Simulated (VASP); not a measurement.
A convergence study with VASP on AgCl (rock salt): one setting is varied, all else stays as given below, so the limit is that of these other settings.

```yaml
crystal:
  lattice:
    - [0.00000, 2.77500, 2.77500]
    - [2.77500, 0.00000, 2.77500]
    - [2.77500, 2.77500, 0.00000]
  atoms:
    - { symbol: Ag, position: [0.00000, 0.00000, 0.00000] }
    - { symbol: Cl, position: [0.50000, 0.50000, 0.50000] }
```

Method: PBE GGA, VASP's PBE PAW potentials (set 64) (plane waves; VASP). The tightest run used: 550 eV cut-off, 17×17×17 Γ-centred mesh, Gaussian smearing of 0.050 eV, potentials Ag Cl.

The reference is 17×17×17 mesh, which took about 50 core-seconds. Times come from single runs on busy shared machines, so they are rough: good to a factor of about 2.

Q: Of the settings 1×1×1 mesh; 2×2×2 mesh; 3×3×3 mesh; 4×4×4 mesh; 5×5×5 mesh; 6×6×6 mesh; 7×7×7 mesh; 8×8×8 mesh; 9×9×9 mesh; 10×10×10 mesh; 11×11×11 mesh; 12×12×12 mesh; 13×13×13 mesh; 14×14×14 mesh; 15×15×15 mesh; 16×16×16 mesh; 17×17×17 mesh, which is the lowest that keeps the difference from the reference in the stress, largest component (GPa) within 0.2 from there on, and what does it cost?

A: 4×4×4 mesh; its cost over the reference is about 1/10.
| setting | difference in the stress, largest component (GPa) | cost over the reference |
|---|---|---|
| 1×1×1 mesh | 1.71 | about 1/20 |
| 2×2×2 mesh | 5.75 | about 1/10 |
| 3×3×3 mesh | 0.48 | about 1/20 |
| 4×4×4 mesh | 0.16 | about 1/10 |
| 5×5×5 mesh | 0.03 | about 1/10 |
| 6×6×6 mesh | 0.01 | about 1/7 |
| 7×7×7 mesh | 0.00 | about 1/7 |
| 8×8×8 mesh | 0.00 | about 1/5 |
| 9×9×9 mesh | 0.00 | about 1/4 |
| 10×10×10 mesh | 0.00 | about 1/3 |
| 11×11×11 mesh | 0.00 | about 1/3 |
| 12×12×12 mesh | 0.00 | about 1/2 |
| 13×13×13 mesh | 0.00 | within a factor of 2 |
| 14×14×14 mesh | 0.00 | within a factor of 2 |
| 15×15×15 mesh | 0.00 | within a factor of 2 |
| 16×16×16 mesh | 0.00 | within a factor of 2 |
| 17×17×17 mesh | 0.00 | reference |

Left out are rungs that failed or repeat a setting and relaxations that didn't move; long series are thinned to 24 rows.

The compound is AgCl in the rock salt structure. The cell was not relaxed at this level.
